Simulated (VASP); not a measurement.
OSZICAR of a VASP run on CsSnI$_{3}$ (cubic perovskite):

### OSZICAR
```
       N       E                     dE             d eps       ncg     rms          rms(c)
DAV:   1     0.368985605227E+03    0.36899E+03   -0.18351E+04   520   0.154E+03
DAV:   2     0.413935576558E+02   -0.32759E+03   -0.32205E+03   636   0.310E+02
DAV:   3    -0.779910371244E+00   -0.42173E+02   -0.41957E+02   628   0.124E+02
DAV:   4    -0.251888852854E+01   -0.17390E+01   -0.17366E+01   638   0.285E+01
DAV:   5    -0.257130793598E+01   -0.52419E-01   -0.52404E-01   836   0.491E+00    0.405E+00
DAV:   6    -0.232599701780E+01    0.24531E+00   -0.45486E-01   642   0.367E+00    0.263E+00
DAV:   7    -0.230573269351E+01    0.20264E-01   -0.30553E-01   682   0.234E+00    0.927E-01
DAV:   8    -0.231001549440E+01   -0.42828E-02   -0.40143E-02   596   0.163E+00    0.258E-01
DAV:   9    -0.230994807939E+01    0.67415E-04   -0.30390E-03   636   0.435E-01    0.106E-01
DAV:  10    -0.231022007110E+01   -0.27199E-03   -0.62589E-04   646   0.136E-01    0.484E-02
DAV:  11    -0.231026493729E+01   -0.44866E-04   -0.21812E-04   666   0.110E-01    0.260E-02
DAV:  12    -0.231026621986E+01   -0.12826E-05   -0.21377E-05   638   0.288E-02    0.199E-02
DAV:  13    -0.231026522656E+01    0.99330E-06   -0.11894E-06   714   0.806E-03    0.773E-03
DAV:  14    -0.231026470955E+01    0.51701E-06   -0.12756E-06   682   0.846E-03    0.190E-03
DAV:  15    -0.231026469184E+01    0.17717E-07   -0.22632E-07   492   0.316E-03
   1 F= -.23102647E+01 E0= -.23102647E+01  d E =0.000000E+00
```

Task: Which electronic solver shows in the log?

Result: It is blocked Davidson (ALGO = Normal, or the opening steps of other solvers). The INCAR had ALGO = Normal.

Task: Can the final energy be trusted as converged?

Result: The calculation finished and met its thresholds. It stopped with EDIFF = 1E-7, NELM = 100 (optB86b-vdW, plane waves, VASP's PBE PAW potentials (set 64)).

The compound is CsSnI3 in the cubic perovskite structure, the ideal cubic form; the compound distorts at low or room temperature. It was relaxed first.
